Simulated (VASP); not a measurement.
Crystal: Mg2C.

```
Mg C
1.0
     4.48216    0.00000    0.00000
    -2.24108    3.88167    0.00000
     0.00000    0.00000    3.13451
Mg C
2 1
Direct
  0.33333 0.66667 0.94830
  0.66667 0.33333 0.05170
  0.00000 0.00000 0.50000
```

The cell was built by a generator and needn't be a form met in nature.

```yaml
Program: VASP 6.6.1
Task: relaxation of cell and atoms
Functional: PBEsol
Potentials_or_basis: VASP PAW PBE potentials, release 64 (Mg, C)
Cutoff: 600 eV
k_mesh: 7 × 7 × 9
Occupations: gaussian, width 0.05 eV
Spin: no spin polarisation
```

At the start: pressure -7.1 GPa; volume 18.18 Å³/atom.

Problem. How do energy, volume and symmetry change on relaxing?

Solution. Over 30 steps the energy falls by 1146.9 meV/atom and the volume is 16.41 Å³/atom (-9.7 %); space group P-3m1 (No. 164, to 0.05 Å).

The path:
```csv
step,energy change (eV),largest force (eV/Å),pressure (GPa),volume (Å³)
1,0.0000,0.7816,-7.09,54.53
2,-0.3156,0.9748,-3.55,48.41
3,-0.4171,1.0864,0.99,44.04
4,-0.4193,1.0964,2.39,43.06
5,-0.5980,1.3171,2.93,42.43
6,-1.1104,1.0061,5.52,40.58
7,-0.4976,1.1409,20.57,37.02
8,-1.1948,0.3478,8.64,39.48
9,-1.2425,0.2294,8.48,39.52
10,-1.3548,0.1487,8.34,39.62
11,-1.4217,0.8734,8.28,39.81
12,-1.5460,0.8766,6.63,40.32
13,-1.8595,0.8799,2.78,41.82
14,-2.2947,0.7757,-2.47,44.74
15,-2.8188,0.1025,-8.30,50.18
16,-2.6857,1.4472,-12.40,59.52
17,-2.9246,0.7086,-10.48,53.85
18,-3.2862,0.6939,-6.28,50.81
19,-3.4005,0.5408,-2.15,48.61
20,-3.4064,0.4608,-0.61,47.90
21,-3.4214,0.3346,0.12,47.71
22,-3.4314,0.0440,1.29,47.40
23,-3.4358,0.0312,0.31,48.18
24,-3.4361,0.0327,0.01,48.45
25,-3.4380,0.0245,0.05,48.60
26,-3.4405,0.0153,0.18,49.05
27,-3.4405,0.0153,0.16,49.02
28,-3.4406,0.0260,-0.12,49.26
29,-3.4406,0.0235,-0.07,49.22
30,-3.4407,0.0048,-0.01,49.24
```

Final structure:
```
CELL_PARAMETERS angstrom
3.52068 0.00000 0.00000
-1.76034 3.04900 0.00000
0.00000 0.00000 4.58740
ATOMIC_POSITIONS crystal
Mg 0.33333 0.66667 0.69871
Mg 0.66667 0.33333 0.30129
C 0.00000 0.00000 0.50000
```

Caveat: the PAW data sets were made with another functional, which shifts forces and pressure a little.
